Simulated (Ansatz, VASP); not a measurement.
# Cross-check of WC (Qusongite) between VASP and Ansatz

Aim: how closely do two programs agree when they are given the same cell, functional and k mesh? Of the first pair: The structure shown is the end of the Ansatz relaxation below.

Calculated with Ansatz 0.2.0; plane waves, with VASP 6.6.1 beside it; single point at PBEsol and relaxation of cell and atoms at PBEsol.

## 1. The starting structure

Symmetry: P-6m2, No. 187, hexagonal system. The conventional cell has a = 2.928 Å, b = 2.928 Å, c = 2.817 Å, α = 90.00°, β = 90.00°, γ = 120.00°. C has 6 W at 2.20 Å nearest. Nearest to W lie 6 C at 2.20 Å. Farther neighbours are not listed.

## 2. Ansatz: relaxation, PBEsol

Ansatz runs on its PAW soft_1 files.

This run makes the geometry at which the two programs are then compared.

input.yaml reads:

```yaml
crystal:
  lattice:
    - [2.92758161, 0.0, 0.0]
    - [-1.463790805, 2.5353600459, 0.0]
    - [0.0, 0.0, 2.8280965416]
  atoms:
    - { symbol: C, position: [0.6666666667, 0.3333333333, 0.5] }
    - { symbol: W, position: [0.0, 0.0, 0.0] }
kpoints:
  mp_grid: { grid: [18, 18, 16] }
hamiltonian:
  xc: pbesol
  pseudopotentials: { kind: paw, azcp: { folder: soft_1 }, xc_functional: pbe }
scf:
  occupations: { method: methfessel_paxton, width: 0.2 }
output:
  forces: true
  stress: true
  eigenvalues: true
relax:
  adjacent_minimum: "off"
  f_tol: 0.001
  max_steps: 60
  cell: { stress_tol: 0.01, fix: [a, b, gamma] }
```

The run is started by

```console
$ ansatz run input.yaml --threads 4 --pin off --max-ram 10240MiB --backend cpu --events-out ev --progress --plain --runs-dir out
```

Numbers of over 12 decimals in the logs are rounded to 6 here.

The program printed:

```text
Engine: ansatz 0.2.0, x86_64-unknown-linux-gnu
Pseudopotentials: kind: paw
Pseudopotential: C, paw, valence charge 4, recommended cutoff 420 eV (normal), soft_1/C.paw.azcp
Pseudopotential: W, paw, valence charge 14, recommended cutoff 420 eV (normal), soft_1/W.paw.azcp
Functional definition: PBEsol
  exchange = pbesol_x
  correlation = pbesol_c
Crystal: 2 atoms, lattice volume = 20.991 Å³
Basis set: ecut = 420 eV, 405 PW (Γ), exchange–correlation on 40×40×40 points (8 copies of the dense FFT grid, shifted against one another)
Bands: 13, of which v1, the nominal top of the filled ones, is band 9 counted from 1 (8 counted from 0)
Symmetry: 12 space group operations
Space group: P-6m2 (ITA 187), of the structure as read, at distance tolerance 2.8e-5 Å
k-points: 333 of 5184 (time reversal used)
Non-local potential: C, projectors of the file, l = 0: 2, l = 1: 2, l = 2: 1
Non-local potential: W, projectors of the file, l = 0: 3, l = 1: 2, l = 2: 2, l = 3: 1
PAW form: soft (Blöchl's): semilocal exchange-correlation on the pseudo side does not see the compensation charge
PAW frozen core: C, regenerated for the run's functional, and the local potential with it (the file was generated under x = pbe(κ = 0.804, μ = 0.219515), c = pbe(β = 0.066725))
PAW frozen core: W, regenerated for the run's functional, and the local potential with it (the file was generated under x = pbe(κ = 0.804, μ = 0.219515), c = pbe(β = 0.066725))
PAW one-centre angular grid: C, 110 points (default); XC on 64 Gauss nodes
PAW one-centre angular grid: W, 590 points (default); XC on 64 Gauss nodes
Initial density: superposition of atomic densities (chi_scale 0.1, normalization cell, long waves kept (reshape's long-wave potential 0.00 eV rms))
Initial wavefunctions: pseudopotential atomic-orbital guess
Functional: x = pbesol(κ = 0.804, μ = 0.123457), c = pbesol(β = 0.046)
SCF iter   1: F=—  HF=-10505.926272 eV  |F-HF|=—  |Δ(HF+E_count)|=         —  Δρ=1.28e-1  dr2=4.70e0  ethr=3.10e-3  ⟨swp⟩=5.0  Hψ=21640  notcnv=0
preconditioner: auto → none  [metal: Δε(μ)=0.048 eV  Ē_g=10.691 eV  σ=0.200 eV  W_gap=0.20  n_scr=8 (ndim 8)  ℏωp=25.6 eV  f_vac=0.000  D(μ)=0.18/eV (n_scr^D=0)  sad-step TF]
SCF iter   2: F=—  HF=-10505.356019 eV  |F-HF|=—  |Δ(HF+E_count)|=   5.70e-1  S|Δr|=    0.00e0  Δρ=9.11e-2  dr2=2.45e0  ethr=3.10e-3  ⟨swp⟩=2.0  Hψ=8283  notcnv=0
SCF iter   3: F=—  HF=-10504.737382 eV  |F-HF|=—  |Δ(HF+E_count)|=   6.19e-1  S|Δr|=    0.00e0  Δρ=9.57e-3  dr2=2.28e-2  ethr=3.10e-3  ⟨swp⟩=2.2  Hψ=7412  notcnv=0
SCF iter   4: F=—  HF=-10504.734128 eV  |F-HF|=—  |Δ(HF+E_count)|=   3.25e-3  S|Δr|=    0.00e0  Δρ=9.58e-4  dr2=8.25e-5  ethr=1.27e-4  ⟨swp⟩=1.1  Hψ=6936  notcnv=0
SCF iter   5: F=—  HF=-10504.734200 eV  |F-HF|=—  |Δ(HF+E_count)|=   7.18e-5  S|Δr|=    0.00e0  Δρ=1.68e-4  dr2=2.59e-6  ethr=4.59e-7  ⟨swp⟩=2.1  Hψ=6773  notcnv=0
SCF iter   6: F=-10504.734200 eV  HF=-10504.734200 eV  |F-HF|=4.13e-8  |Δ(HF+E_count)|=   3.85e-7  S|Δr|=    0.00e0  Δρ=2.18e-5  dr2=7.36e-8  ethr=5.56e-10  ⟨swp⟩=7.0  Hψ=22169  notcnv=0
SCF 1 converged in 6 iterations: F = -10504.734200 eV  dr2 = 7.36e-8
  greatest PAW one-centre occupation: 0.999 electrons in one spin orbital (limit 2), on the W atom at site 1 (counted from 0), in its partial waves of l = 0
relax step   1: F+E_penalty+E_count = -10504.73419988 eV  Δ(F+E_penalty+E_count) = +0.000e0 eV  max|allowed force component| = 1.203e-16 eV/Å  Δτ_max = 0.0000 Å  P = -7.392 GPa  Ω = 20.991 Å³  fix = [a, b, gamma]  reactions: a -9.294, b -9.294 GPa  (6 SCF iters, dr2 threshold 1.00e-7 eV, accepted)
[...]
relax step   2: F+E_penalty+E_count = -10504.73462609 eV  Δ(F+E_penalty+E_count) = -4.262e-4 eV  max|allowed force component| = 1.110e-16 eV/Å  Δτ_max = 0.0000 Å  P = -4.338 GPa  Ω = 20.845 Å³  energy of the carried Pulay correction = +2.050e-4 eV  fix = [a, b, gamma]  reactions: a -8.079, b -8.079 GPa  (4 SCF iters, dr2 threshold 2.00e-7 eV, accepted)
[...]
relax step   3: F+E_penalty+E_count = -10504.73519425 eV  Δ(F+E_penalty+E_count) = -5.682e-4 eV  max|allowed force component| = 1.295e-16 eV/Å  Δτ_max = 0.0000 Å  P = -5.782 GPa  Ω = 20.913 Å³  energy of the carried Pulay correction = +1.090e-4 eV  fix = [a, b, gamma]  reactions: a -8.657, b -8.657 GPa  (4 SCF iters, dr2 threshold 2.00e-7 eV, accepted)
[...]
relax step   4: F+E_penalty+E_count = -10504.73519530 eV  Δ(F+E_penalty+E_count) = -1.043e-6 eV  max|allowed force component| = 1.480e-16 eV/Å  Δτ_max = 0.0000 Å  P = -5.768 GPa  Ω = 20.913 Å³  energy of the carried Pulay correction = +1.100e-4 eV  fix = [a, b, gamma]  reactions: a -8.651, b -8.651 GPa  (2 SCF iters, dr2 threshold 2.61e-9 eV, accepted)
[...]
relax step   5: F+E_penalty+E_count = -10504.73509438 eV  Δ(F+E_penalty+E_count) = +1.009e-4 eV  max|allowed force component| = 1.388e-16 eV/Å  Δτ_max = 0.0000 Å  P = -5.772 GPa  Ω = 20.913 Å³  fix = [a, b, gamma]  reactions: a -8.653, b -8.653 GPa  stress off target by 9.48e-3 GPa on what of the cell is left free  SCF on the basis re-selected at this cell (its energy is not comparable with the rows above)  (5 SCF iters)
basis re-selected at this cell: Δ(F+E_penalty+E_count) = +1.009e-4 eV, ΔP = -0.004 GPa vs the last step (what re-selecting the basis moved, of the pressure what is left beyond the Pulay correction that the steps carried, after the strain that the cell walked since its last selection, with what the two solves' SCF thresholds leave and, on support functions, any second-order correction that the steps lacked; it is no m [...]
SCF converged after 5 iterations
Stability not checked: this state was not tested for a lower state beside it, because cold or Methfessel-Paxton smearing, or corrected tetrahedra, fill the levels in a way that the test cannot read (fill_not_monotonic; see scf.lower_state_search)
Free energy (F): -10504.735094 eV
Harris-Foulkes:  -10504.735094 eV  (|F-HF|=1.09e-11)
Internal energy: -10504.734383 eV  (E = F + TS)
E sigma→0 (E₀):  -10504.734917 eV
Entropy (-TS):   -0.000711 eV (-0.355 meV/atom)
Fermi energy:    20.123920 eV
--- Per-component energies (eV) ---
  E_band       = -66.271388
  E_kinetic    = 508.473270
  E_local      = -610.523080  (includes V_loc(G=0)·N_el)
  E_nonlocal   = -0.163003
  E_hartree    = 248.832836
  E_xc         = -313.565366
  E_vxc        = -290.184000  (∫ρ·V_xc dr)
  E_paw        = -8546.826436  (= ΣΔE_a)
  E_vpaw       = -171.540411  (= ΣTr[D̂ρ^β])
  E_aug_tail   = 0.000165  (compensation charges beyond the density's cutoff)
  E_ewald      = -1791.205728
  E_core_change = 0.242958  (= ΣΔE_core)
  E_smearing   = -0.000711  (= −TS)
  E_closure    = 0.000000  (closes the sum)
  Σ components = -10504.735094   (vs F -10504.735094, Δ=0.00e0)
--- Forces (eV/Å), atoms counted from 1 ---
  atom   1  C      0.00000000     0.00000000     0.00000000
  atom   2  W     -0.00000000     0.00000000     0.00000000
  max |Σ_I F_I| component: 3.15e-16 eV/Å
--- Stress (GPa, compression-positive) ---
       -8.653292      -0.000000       0.000000
        0.000000      -8.653292       0.000000
        0.000000       0.000000      -0.009477
  P = ⅓ Tr σ = -5.7720 GPa (-57.720 kbar)
--- Band table (eV; the first three rows and the last of 333) ---
  k-point 0: bands = [... 5 lower, 15.8443, 16.7118, 16.7118, 20.3645, 23.3367, 23.3367, 25.7718, 25.7718]
  k-point 1: bands = [... 5 lower, 15.8101, 16.7563, 16.7563, 20.3329, 22.9770, 22.9770, 25.9950, 25.9950]
  k-point 2: bands = [... 5 lower, 15.6517, 16.8862, 16.8862, 20.3386, 22.2234, 22.2234, 26.3102, 26.3102]
  k-point 332: bands = [... 5 lower, 12.9078, 14.7146, 18.5660, 19.5081, 24.4828, 26.3915, 27.6506, 29.2900]
--- Relaxed structure (4 steps of the walk, 4 accepted, 1 SCFs on fresh bases) ---
  F+E_penalty+E_count = -10504.73509438 eV   max|allowed force component| = 1.388e-16 eV/Å   (the final SCF, on the basis selected at the relaxed cell)
  cell:  # Å, volume = 20.9126 Å³
    - [2.927582, 0, 0.0]
    - [-1.463791, 2.535360, 0.0]
    - [0.0, 0.0, 2.817465]
  atoms:
    - { symbol: C, position: [0.666667, 0.333333, 0.5] }
    - { symbol: W, position: [-3.700743415524895e-17, 0, 0.0] }
```

## 3. VASP: single point, PBEsol, pair 1

The same cell, functional, mesh and smearing now go to VASP, with its own data sets.

Lines of VASP's logs that name or quote its potential files are left out, and so is its time.

INCAR reads:

```
SYSTEM = WC
PREC = Accurate
ENCUT = 600
EDIFF = 1E-06
NELM = 120
ISMEAR = 1
SIGMA = 0.2
LREAL = .FALSE.
ALGO = Normal
GGA = PS
NBANDS = 11
LASPH = .TRUE.
LORBIT = 11
LWAVE = .FALSE.
LCHARG = .FALSE.
ISIF = 2
GGA_COMPAT = .FALSE.
KPAR = 2
```

POSCAR reads:

```
WC
1.0
    2.9275816100      0.0000000000      0.0000000000
   -1.4637908050      2.5353600459      0.0000000000
    0.0000000000      0.0000000000      2.8174646549
C W
1 1
Direct
    0.6666666667      0.3333333333      0.5000000000
    0.0000000000      1.0000000000      0.0000000000
```

KPOINTS reads:

```
Automatic mesh
0
Gamma
18 18 16
0 0 0
```

The projector-augmented-wave data sets are C and W (PBE family, release 64).

The run is started by

```console
$ mpirun -np 2 vasp_std
```

The program printed:

```text
[banner, memory and clock lines left out]
running    2 mpi-ranks, on    1 nodes
 distrk:  each k-point on    1 cores,    2 groups
 distr:  one band on    1 cores,    1 groups

 POSCAR found type information on POSCAR C W
 POSCAR found :  2 types and       2 ions
|                                                                             |
|               ----> ADVICE to this user running VASP <----                  |
|                                                                             |
|     You enforced a specific xc type in the INCAR file but a different       |
|     [... a line on the potential file left out ...]
|     I HOPE YOU KNOW WHAT YOU ARE DOING!                                     |
|                                                                             |

 LDA part: xc-table for (Slater+PW92), standard interpolation
 POSCAR, INCAR and KPOINTS ok, starting setup
 FFT: planning ... GRIDC
 FFT: planning ... GRID_SOFT
 FFT: planning ... GRID
 WAVECAR not read
 entering main loop
       N       E                     dE             d eps       ncg     rms          rms(c)
DAV:   1     0.281272348464E+02    0.28127E+02   -0.54413E+03  7326   0.926E+02
DAV:   2    -0.247109176069E+02   -0.52838E+02   -0.50317E+02  8395   0.214E+02
DAV:   3    -0.269444988184E+02   -0.22336E+01   -0.22052E+01  9207   0.367E+01
DAV:   4    -0.269594085760E+02   -0.14910E-01   -0.14905E-01  8064   0.348E+00
DAV:   5    -0.269594717449E+02   -0.63169E-04   -0.63168E-04  9000   0.228E-01    0.340E+01
DAV:   6    -0.240965168887E+02    0.28630E+01   -0.12714E+01  8815   0.219E+01    0.112E+01
DAV:   7    -0.240166182906E+02    0.79899E-01   -0.62176E-01  7506   0.624E+00    0.822E+00
DAV:   8    -0.239752594725E+02    0.41359E-01   -0.11354E-01  8066   0.250E+00    0.205E+00
DAV:   9    -0.239694403204E+02    0.58192E-02   -0.15055E-02  7938   0.788E-01    0.139E-01
DAV:  10    -0.239693525084E+02    0.87812E-04   -0.92551E-04  8526   0.269E-01    0.186E-01
DAV:  11    -0.239693362777E+02    0.16231E-04   -0.11498E-04  8990   0.734E-02    0.115E-02
DAV:  12    -0.239693330787E+02    0.31990E-05   -0.83072E-06  8034   0.191E-02    0.122E-02
DAV:  13    -0.239693330363E+02    0.42418E-07   -0.64562E-07  3948   0.696E-03
   1 F= -.23969333E+02 E0= -.23969038E+02  d E =-.886239E-03
```

Parts of OUTCAR (step 3):

```text
ion  position               nearest neighbor table
   1  0.667  0.333  0.500-   2 2.20   2 2.20   2 2.20   2 2.20   2 2.20   2 2.20
   2  0.000  0.000  0.000-   1 2.20   1 2.20   1 2.20   1 2.20   1 2.20   1 2.20

  LATTYP: Found a hexagonal cell.
 ALAT       =     2.9275816100
 C/A-ratio  =     0.9623863756

 Subroutine GETGRP returns: Found 12 space group operations
 (whereof 12 operations were pure point group operations)

The static configuration has the point symmetry D_3h.

 Found    333 irreducible k-points:

   k-points           NKPTS =    333   k-points in BZ     NKDIM =    333   number of bands    NBANDS=     11

   dimension x,y,z NGX =    24 NGY =   24 NGZ =   24
   dimension x,y,z NGXF=    48 NGYF=   48 NGZF=   48

   ENCUT  =  600.0 eV  44.10 Ry    6.64 a.u.   5.85  5.85  5.63*2*pi/ulx,y,z

   NELECT =      10.0000    total number of electrons

 k-points in reciprocal lattice and weights: Automatic mesh
   0.00000000  0.00000000  0.00000000       0.000
   0.05555556 -0.00000000  0.00000000       0.001
   0.11111111 -0.00000000  0.00000000       0.001
   0.16666667 -0.00000000  0.00000000       0.001
   0.22222222 -0.00000000  0.00000000       0.001
   0.27777778 -0.00000000  0.00000000       0.001
   0.33333333 -0.00000000  0.00000000       0.001
   0.38888889 -0.00000000  0.00000000       0.001
   0.44444444 -0.00000000  0.00000000       0.001
[...]
0.33333333  0.27777778  0.50000000       0.002
   0.33333333  0.33333333  0.50000000       0.000

 average (electrostatic) potential at core
       1 -46.4064       2 -37.1811

 E-fermi :   8.0860

 k-point     1 :       0.0000    0.0000    0.0000
  band No.  band energies     occupation
      1      -6.2868      2.00000
      2       3.8061      2.00000
      3       4.6842      2.00000
      4       4.6842      2.00000
      5       8.3801     -0.05789
      6      11.2598     -0.00000
      7      11.2598     -0.00000
      8      13.7753      0.00000
      9      13.7753      0.00000
    ...

 k-point     2 :       0.0556   -0.0000    0.0000
  band No.  band energies     occupation
      1      -6.2100      2.00000
      2       3.8258      2.00000
      3       4.5752      2.00000
      4       4.7592      2.00000
      5       8.1107      0.79275
      6      11.2318     -0.00000
      7      11.5571     -0.00000
      8      13.6036      0.00000
      9      13.7152      0.00000
     10      14.7020      0.00000
    ...

 k-point     3 :       0.1111   -0.0000    0.0000
  band No.  band energies     occupation
      1      -5.9849      2.00000
      2       3.7555      2.00000
      3       4.4169      2.00000
      4       4.9790      2.00000
      5       7.5200      2.00047
      6      11.1522     -0.00000
      7      12.2219      0.00000
      8      13.1613      0.00000
      9      13.5506      0.00000
     10      15.3494      0.00000
    ...

  Total       -1.2243056     -1.2243056     -0.0873825      0.0000000      0.0000000     -0.0000000
  in kB      -93.7979349    -93.7979349     -6.6946475      0.0000000      0.0000000     -0.0000000
  external PRESSURE =     -64.7635058 kB  Pullay stress =       0.0000000 kB

  energy-cutoff  :      600.00
  volume of cell :       20.91
      direct lattice vectors                 reciprocal lattice vectors
     2.927581610  0.000000000  0.000000000     0.341578864  0.197210649  0.000000000
    -1.463790805  2.535360046  0.000000000     0.000000000  0.394421298  0.000000000
     0.000000000  0.000000000  2.817464655     0.000000000  0.000000000  0.354929031

 POSITION                                       TOTAL-FORCE (eV/Angst)
 -----------------------------------------------------------------------------------
      1.46379      0.84512      1.40873        -0.000000      0.000000      0.000000
      0.00000      0.00000      0.00000         0.000000     -0.000000      0.000000
 -----------------------------------------------------------------------------------
    total drift:                               -0.000000      0.000000      0.000000

  FREE ENERGIE OF THE ION-ELECTRON SYSTEM (eV)
  ---------------------------------------------------
  free  energy   TOTEN  =       -23.9693330363 eV

  energy  without entropy=      -23.9684467971  energy(sigma->0) =      -23.96903762

 total charge
# of ion       s       p       d       tot
------------------------------------------
    1        0.847   1.555   0.000   2.401
    2        0.619   0.872   4.366   5.856
--------------------------------------------------
tot          1.465   2.426   4.366   8.258

[... 3 further parts left out ...]
```

The PAW data sets were made with PBE, which is usual practice but a small mismatch for other functionals. The data set W keeps the semicore shell frozen, which is cheaper and a little less accurate.

## 4. Side by side

Known differences besides the potentials themselves: the data sets hold 18 valence electrons in Ansatz (on its PAW soft_1 files) and 10 in VASP; the cutoff is 420 eV in Ansatz and 600 eV in VASP; Ansatz makes its cores anew for this functional, VASP keeps those of its PBE data sets; Ansatz's pressure holds a Pulay correction, VASP's none. Total energies have different zeros and are not compared.

Compared:

| quantity | Ansatz | VASP | difference |
| --- | --- | --- | --- |
| pressure (GPa) | -5.77 | -6.48 | +0.70 |

## 5. Ansatz: relaxation, PBEsol

This run makes the geometry at which the two programs are then compared. The cell compared in this pair holds 21.95 Å³, against 20.91 Å³ for the pair before.

The structure compared here is the end of the Ansatz relaxation.

Changes to input.yaml since step 2:

```diff
@@ -2,5 +2,5 @@
   lattice:
-    - [2.92758161, 0.0, 0.0]
-    - [-1.463790805, 2.5353600459, 0.0]
-    - [0.0, 0.0, 2.8280965416]
+    - [3.0145394795, 0.0, 0.0]
+    - [-1.5072697398, 2.61066777, 0.0]
+    - [0.0, 0.0, 2.7974432404]
   atoms:
```

The run is started by

```console
$ ansatz run input.yaml --threads 4 --pin off --max-ram 10240MiB --backend cpu --events-out ev --progress --plain --runs-dir out
```

The program printed:

```text
[...]
Crystal: 2 atoms, lattice volume = 22.016 Å³
Basis set: ecut = 420 eV, 417 PW (Γ), exchange–correlation on 48×48×40 points (8 copies of the dense FFT grid, shifted against one another)
Bands: 13, of which v1, the nominal top of the filled ones, is band 9 counted from 1 (8 counted from 0)
Symmetry: 12 space group operations
[...]
k-points: 333 of 5184 (time reversal used)
[...]
k-point 332: bands = [... 5 lower, 12.1206, 13.7300, 17.5548, 18.5614, 23.0770, 24.5970, 26.0047, 28.2111]
--- Relaxed structure (4 steps of the walk, 3 accepted, 1 SCFs on fresh bases) ---
[...]
cell:  # Å, volume = 21.9457 Å³
    - [3.014539, 2.8867430795452833e-11, 0]
    - [-1.507270, 2.610668, 0]
    - [0, 0, 2.788541]
  atoms:
    - { symbol: C, position: [0.666667, 0.333333, 0.5] }
    - { symbol: W, position: [-3.700743415524894e-17, 0, 0] }
[key lines of the parts left out:]
SCF converged after 4 iterations
Free energy (F): -10504.578322 eV
Fermi energy:    19.052646 eV
P = ⅓ Tr σ = -20.2840 GPa (-202.840 kbar)
```

(Part 1 of 2 ends here.)

[Lines on the potential files, build, host, timing and source positions are cut from VASP's logs without a mark.]

[Logs are printed without paths, hosts, clocks, repeated set-up lines and the standing remarks that a program may print on its own settings, such as how far it seeks lower states.]

[Hosts, paths, dates, database ids (printed as entryN), source tags and the programs' standing remarks are cut or masked in the printed files.]
